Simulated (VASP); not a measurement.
An input for Ansatz (written as the equivalent of a VASP run, and not itself run):

Ansatz 0.2 input:
```yaml
crystal:
  lattice:
    - [0.0000000, 2.9946030, 2.9946030]
    - [2.9946030, 0.0000000, 2.9946030]
    - [2.9946030, 2.9946030, 0.0000000]
  atoms:
    - { symbol: Ga, position: [0.0000000, 0.0000000, 0.0000000] }
    - { symbol: Sb, position: [0.7500000, 0.7500000, 0.7500000] }
kpoints:
  mp_grid: { grid: [9, 9, 9] }
hamiltonian:
  xc: pbe
  pseudopotentials: { kind: paw }
scf:
  occupations: { method: gaussian, width: 0.1 }
  max_iter: 100
output: { forces: true, stress: true, eigenvalues: true }
```

Problem. Translate this input to VASP (INCAR, KPOINTS, POSCAR, choice of POTCAR).

Solution. This is not unique; one that fits is 
### INCAR
```
GGA = PE   ! PBE
SYSTEM = GaSb
ISIF = 2   ! forces and stress, cell fixed
LMAXMIX = 4
LASPH = .True.
LREAL = .False.   ! projection in real space or not
NELM = 100   ! most electronic steps
SIGMA = 0.1
ENCUT = 300
LCHARG = .False.
LWAVE = .False.
ALGO = Normal   ! blocked Davidson
ISMEAR = 0   ! Gaussian
PREC = Accurate
EDIFF = 1E-6   ! SCF stop (eV)
```

POSCAR:
```
GaSb
1
    0.0000000000     2.9946030000     2.9946030000
    2.9946030000     0.0000000000     2.9946030000
    2.9946030000     2.9946030000     0.0000000000
Ga Sb
1 1
Direct
  0.0000000000   0.0000000000   0.0000000000
  0.7500000000   0.7500000000   0.7500000000
```

KPOINTS:
```
K-points
0
Gamma
  9 9 9
0 0 0
```

POTCAR, in this order: Ga_d Sb (PBE.64 set). Program: vasp_std.

Limits of the translation: each code has its own PAW files, so the cut-off isn't converted (ENCUT is set for VASP's; basis.ecutwfc is left out, and Ansatz then takes the one that its files recommend); Ansatz stops its SCF on the density residual and VASP on the energy change (EDIFF).

The structure comes from a computed database's GaSb entry; how it stands against other phases isn't given here. The cell was not relaxed at this level, and its volume differs by -5.9 % from the start's.
